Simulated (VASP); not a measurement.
Here is the system:

```xyz
5
Lattice="3.9661 0.0000 0.0000 0.0000 3.9661 0.0000 0.0000 0.0000 4.0773" Properties=species:S:1:pos:R:3 pbc="T T T"
Ba     0.0000     0.0000     0.0159
Ti     1.9831     1.9831     2.1225
O      1.9831     1.9831     3.9591
O      0.0000     1.9831     1.9745
O      1.9831     0.0000     1.9745
```

Level of theory: PBEsol GGA, VASP's PBE PAW potentials (set 64) (plane waves; VASP 6.6.1). Run with 520 eV cut-off, 6×6×6 Γ-centred mesh, tetrahedra with Blöchl corrections, potentials Ba_sv Ti_sv O.

The cores are frozen, which limits the accuracy of field gradients.

Give the principal components of the electric field gradient (V/Å²) and the asymmetry η at each nucleus.

```
atom    Vxx   Vyy   Vzz     η
----  -----  ----  ----  ----
Ba1     3.1   3.1  -6.1  0.00
Ti2    -6.3  -6.3  12.7  0.00
O3     -6.9  -6.9  13.8  0.00
O4    -13.8  -9.0  22.8  0.21
O5    -13.8  -9.0  22.8  0.21
```

The compound is BaTiO3 in the tetragonal perovskite structure. It was relaxed first.
